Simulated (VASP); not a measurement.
Calculation: PBE GGA, VASP's PBE PAW potentials (set 64) (plane waves; VASP).

A VASP calculation is set up with these files.

INCAR:
```
# general
SYSTEM  = RuSe
PREC    = Accurate
ENCUT   = 400
LREAL   = .FALSE.
LASPH   = .TRUE.

# electronic loop
EDIFF   = 1E-6
NELM    = 100
ALGO    = Normal
LMAXMIX = 4

# smearing
ISMEAR  = 0
SIGMA   = 0.05

# functional
GGA     = PE

# ions
ISIF    = 2

# output
LWAVE   = .FALSE.
LCHARG  = .FALSE.
```

File POSCAR:
```
RuSe
3.3300590
  1.0000000000   0.0000000000   0.0000000000
 -0.5000001501   0.8660254968   0.0000000000
  0.0000000000   0.0000000000   0.9759505763
Ru Se
1 1
direct
  0.0000000000   0.0000000000   0.0000000000
  0.6666670000   0.3333330000   0.5000000000
```

### KPOINTS
```
Automatic mesh
0
Gamma
14 14 12
0 0 0
```

POTCAR, in this order: Ru_pv Se (PBE.64 set). Program: vasp_std.

Gaps are read on the run's mesh, which can miss a band edge.

Problem. Estimate the energy per atom (σ→0), pressure, band gap (on the k-mesh).

Solution. 
```
Property                                                    Result
------------------------  ----------------------------------------
energy per atom (σ→0)                               -5.952 eV/atom
band gap (on the k-mesh)  none (metal, semimetal or under 0.01 eV)
pressure                                                123.2 kbar
```

### OSZICAR
```
...
DAV:   6    -0.119439864408E+02    0.12710E+00   -0.62121E-01  4836   0.856E+00    0.683E+00
DAV:   7    -0.119186143856E+02    0.25372E-01   -0.15908E-01  4962   0.408E+00    0.397E+00
DAV:   8    -0.119056754274E+02    0.12939E-01   -0.52102E-02  5106   0.249E+00    0.203E-01
DAV:   9    -0.119054813413E+02    0.19409E-03   -0.25185E-03  5136   0.385E-01    0.565E-02
DAV:  10    -0.119054552766E+02    0.26065E-04   -0.15339E-04  5760   0.130E-01    0.237E-02
DAV:  11    -0.119054578342E+02   -0.25576E-05   -0.12534E-05  5196   0.296E-02    0.459E-03
DAV:  12    -0.119054577371E+02    0.97110E-07   -0.42332E-07  3114   0.638E-03
   1 F= -.11905458E+02 E0= -.11904375E+02  d E =-.216546E-02
```

The structure was generated: RuSe was put into the WC type (P-6m2), which need not be its known phase. The cell was not relaxed at this level. The run is one of a series of settings (KPOINTS 14×14×12 Γ-centred mesh against the base run), some of them coarse on purpose.
